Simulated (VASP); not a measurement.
Level of theory: PBE GGA, VASP's PBE PAW potentials (set 64) (plane waves; VASP 6.6.1).

VASP ran on this input.

**INCAR**
```
SYSTEM = Be
PREC = Accurate
ENCUT = 400
EDIFF = 1E-6
NELM = 100
ALGO = Normal
LREAL = .FALSE.
LASPH = .TRUE.
ISMEAR = 0
SIGMA = 0.05
GGA = PE
LWAVE = .FALSE.
LCHARG = .FALSE.
ISIF = 2
NELECT = 4.02
```

### POSCAR
```
Be
1
    1.1679000000    -2.0228620000     0.0000000000
    1.1679000000     2.0228620000     0.0000000000
    0.0000000000     0.0000000000     3.6516000000
Be
2
Direct
  0.3333330000   0.6666670000   0.2500000000
  0.6666670000   0.3333330000   0.7500000000
```

### KPOINTS
```
Automatic mesh
0
Gamma
16 16 9
0 0 0
```

POTCAR, in this order: Be (PBE.64 set). Program: vasp_std.

What will the output report for the number of irreducible k-points (NKPTS), number of bands (NBANDS), largest plane-wave count, number of space-group operations, FFT grid (NGX, NGY, NGZ)?

```json
{
  "number of irreducible k-points (NKPTS)": "150",
  "number of bands (NBANDS)": "6",
  "largest_plane_wave_count": "330",
  "number_of_space_group_operations": "24",
  "FFT grid (NGX, NGY, NGZ)": "16 × 16 × 24"
}
```

The compound is Be in the hcp structure. The cell was not relaxed at this level. The run is one of a series of settings (ISMEAR = 0, NELECT = 4.02, SIGMA = 0.05 against the base run), some of them coarse on purpose.
